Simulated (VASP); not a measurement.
Method: PBE GGA with D3 dispersion (zero damping), VASP's PBE PAW potentials (set 64) (plane waves; VASP).

Input for VASP

File KPOINTS:
```
Automatic mesh
0
Gamma
15 15 15
0 0 0
```

File POSCAR:
```
Li
2.9673010
 -0.5773502665   0.5773502665   0.5773502665
  0.5773502665  -0.5773502665   0.5773502665
  0.5773502665   0.5773502665  -0.5773502665
Li
1
direct
  0.0000000000   0.0000000000   0.0000000000
```

### INCAR
```
! general
SYSTEM = Li
PREC   = Accurate
ENCUT  = 520   ! plane-wave cut-off (eV)
LREAL  = .False.
LASPH  = .True.   ! aspherical one-centre terms

! electronic loop
EDIFF  = 1E-7   ! SCF stop (eV)
NELM   = 100   ! most electronic steps
ALGO   = Normal   ! blocked Davidson

! smearing
ISMEAR = 1
SIGMA  = 0.1

! functional
GGA    = PE   ! PBE
IVDW   = 11

! ions
ISIF   = 2   ! forces and stress, cell fixed

! output
LWAVE  = .False.
LCHARG = .False.
```

POTCAR, in this order: Li_sv (PBE.64 set). Program: vasp_std.

Q: What will the output report for the number of irreducible k-points (NKPTS), largest plane-wave count, number of space-group operations, FFT grid (NGX, NGY, NGZ)?

A: 
number of irreducible k-points (NKPTS): 120
largest plane-wave count: 560
number of space-group operations: 48
FFT grid (NGX, NGY, NGZ): 24 × 24 × 24

The compound is Li in the bcc structure. This cell is one point of a volume scan, at 1.06 of the reference volume.
